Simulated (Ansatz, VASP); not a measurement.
# Cross-check of HfMg (Mg-Hf-Hf-Mg stack, (111) layers) between VASP and Ansatz

Wanted: the spread between two codes on one cell, functional and k mesh. Of the first pair: The structure shown is the start of the Ansatz relaxation below; VASP solves that cell, so the two are compared at the walk's first step.

Method: plane waves, with VASP 6.6.1 beside it; PBEsol, in Ansatz 0.2.0.

## 1. The structure

The cell holds 4 atoms: 2 Mg and 2 Hf. Cell: a = 3.166 Å, b = 3.166 Å, c = 39.312 Å, α = 90.0°, β = 90.0°, γ = 120.0°. It derives from HfMg. Vacuum lies along c. The height across the vacuum is the one that the program set for its solve, not the one typed.

## 2. Ansatz: relaxation, PBEsol

Ansatz runs on its PAW soft_1 files.

The two programs are compared at the cell with which this relaxation starts, whose forces are those of its first step.

Input file input.yaml:

```yaml
crystal:
  lattice:
    - [3.16634, 0.0, 0.0]
    - [-1.58317, 2.74213, 0.0]
    - [0.0, 0.0, 18.75591]
  atoms:
    - { symbol: Mg, position: [0.0, 0.0, 0.29324084] }
    - { symbol: Hf, position: [0.33333333, 0.66666667, 0.43108028] }
    - { symbol: Hf, position: [0.66666667, 0.33333333, 0.56891972] }
    - { symbol: Mg, position: [0.0, 0.0, 0.70675916] }
  periodic: [true, true, false]
kpoints:
  mp_grid: { grid: [9, 9, 1] }
hamiltonian:
  xc: pbesol
  pseudopotentials: { kind: paw, azcp: { folder: soft_1 }, xc_functional: pbe }
scf:
  occupations: { method: gaussian, width: 0.1 }
output:
  forces: true
  stress: true
  eigenvalues: true
relax:
  adjacent_minimum: "off"
  f_tol: 0.05
  max_steps: 80
  cell: { stress_2d_tol: 0.02 }
```

Launch:

```sh
$ ansatz run input.yaml --threads 4 --pin off --max-ram 12288MiB --backend cpu --events-out ev --progress --plain --runs-dir out
```

Numbers of over 12 decimals in the logs are rounded to 6 here.

The program printed:

```text
Warning: crystal.periodic: the lattice vector that does not repeat stood 0.000° off the slab's normal, 18.756 Å along it as the deck builds it. The run solves the slab on a vector along the normal, 39.312 Å long, with every atom where it was (on the deck's vector they left 11.00 Å outside them, and the widest stretch free of ions among them is 2.59 Å). A fractional position that the run reports is one of the run's ce [...]
The last accepted step is kept in <dir> (removed where the run ends without a failure and the disk answers)
crystal.periodic: the lattice vector that does not repeat stood 0.000° off the slab's normal, 18.756 Å along it as the deck builds it. The run solves the slab on a vector along the normal, 39.312 Å long, with every atom where it was (on the deck's vector they left 11.00 Å outside them, and the widest stretch free of ions among them is 2.59 Å). A fractional position that the run reports is one of the run's cell, which [...]
Engine: ansatz 0.2.0, aarch64-unknown-linux-gnu
Pseudopotentials: kind: paw
Pseudopotential: Mg, paw, valence charge 10, recommended cutoff 420 eV (normal), soft_1/Mg.paw.azcp
Pseudopotential: Hf, paw, valence charge 26, recommended cutoff 420 eV (normal), soft_1/Hf.paw.azcp
Functional definition: PBEsol
  exchange = pbesol_x
  correlation = pbesol_c
Crystal: 4 atoms, lattice volume = 341.326 Å³
Basis set: ecut = 420 eV, 6587 PW (Γ), exchange–correlation on 48×48×540 points (8 copies of the dense FFT grid, shifted against one another)
Bands: 44, of which v1, the nominal top of the filled ones, is band 36 counted from 1 (35 counted from 0)
Symmetry: 12 space group operations
Space group: P-3m1 (ITA 164), of the structure as read, at distance tolerance 7.0e-5 Å
k-points: 12 of 81
Non-local potential: Mg, projectors of the file, l = 0: 3, l = 1: 2, l = 2: 1
Non-local potential: Hf, projectors of the file, l = 0: 3, l = 1: 2, l = 2: 2, l = 3: 3
PAW form: soft (Blöchl's): semilocal exchange-correlation on the pseudo side does not see the compensation charge
PAW frozen core: Mg, regenerated for the run's functional, and the local potential with it (the file was generated under x = pbe(κ = 0.804, μ = 0.219515), c = pbe(β = 0.066725))
PAW frozen core: Hf, regenerated for the run's functional, and the local potential with it (the file was generated under x = pbe(κ = 0.804, μ = 0.219515), c = pbe(β = 0.066725))
PAW one-centre angular grid: Mg, 110 points (default); XC on 64 Gauss nodes
PAW one-centre angular grid: Hf, 590 points (default); XC on 64 Gauss nodes
Initial density: superposition of atomic densities (neutral atoms: chi_scale 0, normalization atom)
Initial wavefunctions: pseudopotential atomic-orbital guess
Functional: x = pbesol(κ = 0.804, μ = 0.123457), c = pbesol(β = 0.046)
[...]
SCF iter   6: F=-35020.648462 eV  HF=-35020.648462 eV  |F-HF|=3.52e-9  |Δ(HF+E_count)|=   1.38e-8  Δρ=7.78e-7  dr2=4.31e-9  ethr=4.66e-11  ⟨swp⟩=12.7  Hψ=3288  notcnv=0
SCF 5 converged in 6 iterations: F = -35020.648462 eV  dr2 = 4.31e-9
relax step   5: F+E_penalty+E_count = -35020.64846250 eV  Δ(F+E_penalty+E_count) = -2.485e-4 eV  max|allowed force component| = 9.521e-4 eV/Å  Δτ_max = 0.0102 Å  P = +0.028 N/m  Ω = 331.632 Å³  energy of the carried Pulay correction = +4.213e-4 eV  fix = [c, alpha, beta]  reactions: c +0.000 N/m  (6 SCF iters, dr2 threshold 3.36e-8 eV, accepted)
[...]
relax step   6: F+E_penalty+E_count = -35020.64846211 eV  Δ(F+E_penalty+E_count) = +3.840e-7 eV  max|allowed force component| = 2.807e-4 eV/Å  Δτ_max = 0.0007 Å  P = +0.008 N/m  Ω = 331.720 Å³  energy of the carried Pulay correction = +4.174e-4 eV  fix = [c, alpha, beta]  reactions: c +0.000 N/m  (6 SCF iters, dr2 threshold 6.13e-10 eV, accepted)
[...]
relax step   7: F+E_penalty+E_count = -35020.64804714 eV  Δ(F+E_penalty+E_count) = +4.150e-4 eV  max|allowed force component| = 2.824e-4 eV/Å  Δτ_max = 0.0000 Å  P = +0.006 N/m  Ω = 331.720 Å³  fix = [c, alpha, beta]  reactions: c +0.000 N/m  stress off target by 6.42e-3 N/m on what of the cell is left free  SCF on the basis re-selected at this cell (its energy is not comparable with the rows above)  (8 SCF iters)
basis re-selected at this cell: Δ(F+E_penalty+E_count) = +4.150e-4 eV, ΔP = -0.002 N/m vs the last step (what re-selecting the basis moved, of the pressure what is left beyond the Pulay correction that the steps carried, after the strain that the cell walked since its last selection, with what the two solves' SCF thresholds leave and, on support functions, any second-order correction that the steps lacked; it is no m [...]
SCF converged after 8 iterations
Free energy (F): -35020.648047 eV
Harris-Foulkes:  -35020.648047 eV  (|F-HF|=3.78e-10)
Internal energy: -35020.634302 eV  (E = F + TS)
E sigma→0 (E₀):  -35020.641174 eV
Entropy (-TS):   -0.013745 eV (-3.436 meV/atom)
Fermi energy:    -4.274682 eV
--- Per-component energies (eV) ---
  E_band       = -2075.754854
  E_kinetic    = 959.337253
  E_local      = -416877.814197  (includes V_loc(G=0)·N_el)
  E_nonlocal   = 520.948727
  E_hartree    = 207052.300188
  E_xc         = -580.411809
  E_vxc        = -575.487021  (∫ρ·V_xc dr)
  E_paw        = -15730.924087  (= ΣΔE_a)
  E_vpaw       = -207.339655  (= ΣTr[D̂ρ^β])
  E_aug_tail   = -0.000100  (compensation charges beyond the density's cutoff)
  E_ewald      = 189633.309886
  E_core_change = 2.619837  (= ΣΔE_core)
  E_smearing   = -0.013745  (= −TS)
  E_closure    = 0.000000  (closes the sum)
  Σ components = -35020.648047   (vs F -35020.648047, Δ=0.00e0)
--- Forces (eV/Å), atoms counted from 1 ---
  atom   1  Mg     0.00000000     0.00000000     0.00028236
  atom   2  Hf     0.00000000     0.00000000    -0.00027029
  atom   3  Hf     0.00000000    -0.00000000     0.00027029
  atom   4  Mg     0.00000000    -0.00000000    -0.00028236
  max |Σ_I F_I| component: 1.85e-17 eV/Å
--- 2D stress c σ (N/m, compression-positive) ---
        0.006419      -0.000000       0.000000
        0.000000       0.006419       0.000000
        0.000000       0.000000       0.000000
  P = ½ c Tr σ = 0.0064 N/m
--- Band table (eV; the first three rows and the last of 12) ---
  k-point 0: bands = [... 32 lower, -8.6002, -7.9011, -4.8684, -4.5330, -2.9160, -2.9160, -2.9003, -2.6305, ... 4 higher]
  k-point 1: bands = [... 32 lower, -8.3419, -7.5386, -4.7925, -4.4540, -3.3713, -3.0982, -2.8993, -2.5807, ... 4 higher]
  k-point 2: bands = [... 32 lower, -7.6511, -6.6250, -4.8565, -4.5287, -4.0577, -3.3372, -2.8073, -2.1097, ... 4 higher]
  k-point 11: bands = [... 32 lower, -5.5270, -4.9693, -4.7358, -4.7358, -4.6389, -3.2872, -3.2872, -1.6746, ... 4 higher]
  ° read free of the cell's end (the report's vacuum.weakly_bound_levels)
--- Relaxed structure (6 steps of the walk, 6 accepted, 1 SCFs on fresh bases) ---
  F+E_penalty+E_count = -35020.64804714 eV   max|allowed force component| = 2.824e-4 eV/Å   (the final SCF, on the basis selected at the relaxed cell)
  cell:  # Å, volume = 331.7202 Å³
    - [3.121469, 0.0, 0]
    - [-1.560734, 2.703271, 0]
    - [0, 0, 39.311825]
  atoms:
    - { symbol: Mg, position: [0, 0, 0.140549] }
    - { symbol: Hf, position: [0.333333, 0.666667, 0.208467] }
    - { symbol: Hf, position: [0.666667, 0.333333, 0.268639] }
    - { symbol: Mg, position: [0, 0, 0.336557] }
```

## 3. VASP: single point, PBEsol, start cell, pair 1

The same cell, functional, mesh and smearing now go to VASP, with its own data sets.

Lines of VASP's logs that name or quote its potential files are left out, and so is its time.

Input file INCAR:

```
SYSTEM = HfMg
PREC = Accurate
ENCUT = 520
EDIFF = 1E-06
NELM = 120
ISMEAR = 0
SIGMA = 0.1
LREAL = .FALSE.
ALGO = Normal
GGA = PS
NBANDS = 18
LASPH = .TRUE.
LORBIT = 11
LWAVE = .FALSE.
LCHARG = .FALSE.
ISIF = 2
LDIPOL = .TRUE.
IDIPOL = 3
DIPOL = 0.5 0.5 0.239
LVHAR = .TRUE.
GGA_COMPAT = .FALSE.
NELMDL = -8
KPAR = 2
```

Input file POSCAR:

```
HfMg
1.0
    3.1663390000      0.0000000000      0.0000000000
   -1.5831700000      2.7421300000      0.0000000000
    0.0000000000      0.0000000000     39.3118250000
Mg Hf
2 2
Direct
    0.0000000000      0.0000000000      0.1399069873
    0.0000000000      0.0000000000      0.3371990743
    0.3333334994      0.6666667882      0.2056710163
    0.6666668164      0.3333332118      0.2714350453
```

Input file KPOINTS:

```
Automatic mesh
0
Gamma
9 9 1
0 0 0
```

The projector-augmented-wave data sets are Mg and Hf_pv (PBE family, release 64).

Launch:

```sh
$ mpirun -np 2 vasp_std
```

The program printed:

```text
[banner, memory and clock lines left out]
running    2 mpi-ranks, on    1 nodes
 distrk:  each k-point on    1 cores,    2 groups
 distr:  one band on    1 cores,    1 groups

 POSCAR found type information on POSCAR MgHf
 POSCAR found :  2 types and       4 ions
|                                                                             |
|               ----> ADVICE to this user running VASP <----                  |
|                                                                             |
|     You enforced a specific xc type in the INCAR file but a different       |
|     [... a line on the potential file left out ...]
|     I HOPE YOU KNOW WHAT YOU ARE DOING!                                     |
|                                                                             |

 LDA part: xc-table for (Slater+PW92), standard interpolation
 POSCAR, INCAR and KPOINTS ok, starting setup
 FFT: planning ... GRIDC
 FFT: planning ... GRID_SOFT
 FFT: planning ... GRID
 WAVECAR not read
 entering main loop
       N       E                     dE             d eps       ncg     rms          rms(c)
DAV:   1     0.542574063657E+02    0.54257E+02   -0.11527E+04   624   0.958E+02
DAV:   2    -0.193970856894E+02   -0.73654E+02   -0.72335E+02   606   0.161E+02
DAV:   3    -0.254196801380E+02   -0.60226E+01   -0.58889E+01   608   0.369E+01
DAV:   4    -0.255649576603E+02   -0.14528E+00   -0.14273E+00   632   0.557E+00
DAV:   5    -0.255683265972E+02   -0.33689E-02   -0.33613E-02   694   0.712E-01
DAV:   6    -0.255683975667E+02   -0.70969E-04   -0.70841E-04   688   0.836E-02
DAV:   7    -0.255684008888E+02   -0.33221E-05   -0.33195E-05   694   0.142E-02
DAV:   8    -0.255684010927E+02   -0.20390E-06   -0.20355E-06   632   0.263E-03    0.730E+01
DAV:   9    -0.246921052395E+02    0.87630E+00   -0.34551E+01   550   0.125E+01    0.196E+01
DAV:  10    -0.267418965537E+02   -0.20498E+01   -0.61271E+01   470   0.196E+01    0.374E+01
DAV:  11    -0.232411365497E+02    0.35008E+01   -0.14091E+01   532   0.975E+00    0.659E+00
DAV:  12    -0.232598976290E+02   -0.18761E-01   -0.32597E-01   550   0.250E+00    0.547E+00
DAV:  13    -0.232450572235E+02    0.14840E-01   -0.44642E-02   572   0.100E+00    0.457E+00
DAV:  14    -0.232537423819E+02   -0.86852E-02   -0.46556E-02   494   0.115E+00    0.390E+00
[...]
DAV:  21    -0.232202753102E+02    0.16733E-04   -0.39782E-05   546   0.361E-02    0.808E-02
DAV:  22    -0.232202416441E+02    0.33666E-04   -0.28269E-04   520   0.850E-02    0.901E-03
DAV:  23    -0.232202467147E+02   -0.50706E-05   -0.14352E-05   554   0.206E-02    0.106E-02
DAV:  24    -0.232202524580E+02   -0.57433E-05   -0.21213E-06   388   0.650E-03    0.643E-03
DAV:  25    -0.232202601648E+02   -0.77068E-05   -0.63051E-07   326   0.299E-03    0.301E-03
DAV:  26    -0.232202629966E+02   -0.28318E-05   -0.20766E-07   298   0.153E-03    0.224E-03
DAV:  27    -0.232202675934E+02   -0.45968E-05   -0.38375E-07   328   0.200E-03    0.152E-03
DAV:  28    -0.232202683664E+02   -0.77297E-06   -0.58922E-08   256   0.117E-03
   1 F= -.23220268E+02 E0= -.23213312E+02  d E =-.139119E-01
```

OUTCAR, selected parts (step 3):

```text
ion  position               nearest neighbor table
   1  0.000  0.000  0.140-   3 3.17   3 3.17   3 3.17
   2  0.000  0.000  0.337-   4 3.17   4 3.17   4 3.17
   3  0.333  0.667  0.206-   4 3.17   1 3.17   4 3.17   1 3.17   1 3.17   4 3.17
   4  0.667  0.333  0.271-   3 3.17   2 3.17   3 3.17   2 3.17   2 3.17   3 3.17

  LATTYP: Found a hexagonal cell.
 ALAT       =     3.1663390000
 C/A-ratio  =    12.4155452085

 Subroutine GETGRP returns: Found 12 space group operations
 (whereof  6 operations were pure point group operations)

The static configuration has the point symmetry C_3v.
 The point group associated with its full space group is D_3d.

 Found     12 irreducible k-points:

   k-points           NKPTS =     12   k-points in BZ     NKDIM =     12   number of bands    NBANDS=     18

   dimension x,y,z NGX =    24 NGY =   24 NGZ =  294
   dimension x,y,z NGXF=    48 NGYF=   48 NGZF=  588

   ENCUT  =  520.0 eV  38.22 Ry    6.18 a.u.   5.89  5.89 73.09*2*pi/ulx,y,z

   NELECT =      24.0000    total number of electrons

 k-points in reciprocal lattice and weights: Automatic mesh
   0.00000000  0.00000000  0.00000000       0.012
   0.11111111 -0.00000000  0.00000000       0.074
   0.22222222 -0.00000000  0.00000000       0.074
   0.33333333 -0.00000000  0.00000000       0.074
   0.44444444 -0.00000000  0.00000000       0.074
   0.11111111  0.11111111  0.00000000       0.074
   0.22222222  0.11111111  0.00000000       0.148
   0.33333333  0.11111111  0.00000000       0.148
   0.44444444  0.11111111  0.00000000       0.074
   0.22222222  0.22222222  0.00000000       0.074
   0.33333333  0.22222222  0.00000000       0.148
   0.33333333  0.33333333  0.00000000       0.025

 dipolmoment           0.000000      0.000000     -0.000005 electrons x Angstroem

 average (electrostatic) potential at core
       1 -43.4556       2 -43.4556       3 -44.0836       4 -44.0836

 E-fermi :  -2.1748

 k-point     1 :       0.0000    0.0000    0.0000
  band No.  band energies     occupation
    ...
      8      -7.8760      2.00000
      9      -6.3752      2.00000
     10      -5.6474      2.00000
     11      -2.5378      2.00000
     12      -2.3451      1.98397
     13      -1.5289      0.00000
     14      -0.6712      0.00000
     15      -0.6712      0.00000
     16      -0.4333      0.00000
     17      -0.4333      0.00000
    ...

 k-point     2 :       0.1111   -0.0000    0.0000
  band No.  band energies     occupation
    ...
      8      -7.6034      2.00000
      9      -6.1303      2.00000
     10      -5.3046      2.00000
     11      -2.4455      1.99987
     12      -2.3109      1.94570
     13      -1.5660      0.00000
     14      -1.0765      0.00000
     15      -0.7752      0.00000
     16      -0.3383      0.00000
     17      -0.1397      0.00000
    ...

 k-point     3 :       0.2222   -0.0000    0.0000
  band No.  band energies     occupation
    ...
      8      -6.8599      2.00000
      9      -5.4735      2.00000
     10      -4.4138      2.00000
     11      -2.5718      2.00000
     12      -2.3023      1.92854
     13      -1.9562      0.00199
     14      -1.3639      0.00000
     15      -0.8526      0.00000
     16       0.2571      0.00000
     17       0.3680      0.00000
    ...

  Total       -2.3786088     -2.3786088     -1.7846403      0.0000004     -0.0000000      0.0000000
  in kB      -11.1651598    -11.1651597     -8.3770791      0.0000020     -0.0000000      0.0000000
  external PRESSURE =     -10.2357995 kB  Pullay stress =       0.0000000 kB

  energy-cutoff  :      520.00
  volume of cell :      341.33
      direct lattice vectors                 reciprocal lattice vectors
     3.166339000  0.000000000  0.000000000     0.315822153  0.182340063  0.000000000
    -1.583170000  2.742130000  0.000000000     0.000000000  0.364680012  0.000000000
     0.000000000  0.000000000 39.311825000     0.000000000  0.000000000  0.025437639

 POSITION                                       TOTAL-FORCE (eV/Angst)
 -----------------------------------------------------------------------------------
      0.00000      0.00000      5.50000         0.000000     -0.000000     -0.118021
      0.00000      0.00000     13.25591         0.000000      0.000000      0.118021
      0.00000      1.82809      8.08530        -0.000000     -0.000000      1.040773
      1.58317      0.91404     10.67061         0.000000     -0.000000     -1.040773
 -----------------------------------------------------------------------------------
    total drift:                               -0.000279     -0.000000     -0.000057

  FREE ENERGIE OF THE ION-ELECTRON SYSTEM (eV)
  ---------------------------------------------------
  free  energy   TOTEN  =       -23.2202683664 eV

  energy  without entropy=      -23.2063564651  energy(sigma->0) =      -23.21331242

 vacuum level on the upper side and lower side of the slab         2.105         2.105

 total charge
# of ion       s       p       d       tot
------------------------------------------
    1        0.218   0.123   0.011   0.352
    2        0.218   0.123   0.011   0.352
    3        0.387   6.349   1.524   8.260
    4        0.387   6.349   1.524   8.260
--------------------------------------------------
tot          1.210  12.944   3.069  17.223

[... 3 further parts left out ...]
```

Harder data sets than Hf_pv exist (the GW ones), and pressures, volumes and forces can shift noticeably with them.

## 4. Differences

Known differences besides the potentials themselves: Ansatz cuts the interaction across the vacuum, VASP repeats the sheet with a dipole correction (LDIPOL); the data sets hold 72 valence electrons in Ansatz (on its PAW soft_1 files) and 24 in VASP; the cutoff is 420 eV in Ansatz and 520 eV in VASP; Ansatz makes its cores anew for this functional, VASP keeps those of its PBE data sets. Total energies have different zeros and are not compared.

Forces (eV/Å; atoms numbered as in POSCAR):

| atom | Ansatz x, y, z | VASP x, y, z |
| --- | --- | --- |
| Mg1 | 0.000, 0.000, -0.117 | 0.000, 0.000, -0.118 |
| Mg2 | 0.000, 0.000, 0.117 | 0.000, 0.000, 0.118 |
| Hf3 | 0.000, 0.000, 1.013 | 0.000, 0.000, 1.041 |
| Hf4 | 0.000, 0.000, -1.013 | 0.000, 0.000, -1.041 |

The forces differ by 12 meV/Å r.m.s., which is 2.7 % of the r.m.s. force of 0.428 eV/Å (both taken over all components). Where the cell holds vacuum, a pressure given here is an average over it and none of the material.

## 5. Ansatz: relaxation, PBEsol

This run makes the geometry at which the two programs are then compared.

The structure compared here is the end of the Ansatz relaxation.

This is the run of step 2 again, met here at its other cell.

(Part 1 of 2 ends here.)

[Lines on the potential files, build, host, timing and source positions are cut from VASP's logs without a mark.]

[Logs are printed without paths, hosts, clocks, repeated set-up lines and the standing remarks that a program may print on its own settings, such as how far it seeks lower states.]

[Hosts, paths, dates, database ids (printed as entryN), source tags and the programs' standing remarks are cut or masked in the printed files.]
